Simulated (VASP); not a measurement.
Write the native input for VASP 6.6.1 that does the following.

```yaml
Task: single point
Functional: LDA
Potentials_or_basis: VASP PAW LDA potentials, release 64 (Sc_sv)
Cutoff: 520 eV
k_mesh: 18 × 18 × 18
Occupations: gaussian, width 0.15 eV
Spin: no spin polarisation
Dipole_correction: no
Further_INCAR_settings: ALGO = Fast; EDIFF = 1e-06; NBANDS = 12
```

The structure of Sc lies in POSCAR:

```
Sc
1.0
    0.0000000000      2.2705000000      2.3386150000
    2.2705000000      0.0000000000      2.3386150000
    2.2705000000      2.2705000000      0.0000000000
Sc
1
Direct
    0.0000000000      0.0000000000      0.0000000000
```

This isn't the form of Sc at room conditions, which is hcp.

The cell isn't the ideal one: strain +0.000 along x and y, +0.030 along z, atoms carried along.

These files were run (other wordings do the same):

INCAR

```
PREC = Accurate ; ENCUT = 520
EDIFF = 1E-6 ; ISMEAR = 0
SIGMA = 0.15 ; LREAL = False
LASPH = True ; NELM = 100
ALGO = Fast ; ISIF = 2
LWAVE = False ; LCHARG = False
NBANDS = 12
```

KPOINTS

```
regular mesh
0
Gamma
  18 18 18
```

Potentials or basis: VASP PAW LDA potentials, release 64 (Sc_sv).

Run with:

```console
$ cat potpaw_LDA.64/Sc_sv/POTCAR > POTCAR
$ mpirun -np 1 vasp_std > vasp.out
```

It gave:

```
Pressure               : -3.8 GPa
Band gap on the k mesh : none (metal or under the smearing width)
```

Wall time 54 s on 1 thread of Intel(R) Xeon(R) Platinum 8488C (Sapphire Rapids), on a shared host, peak memory 0.22 GiB.
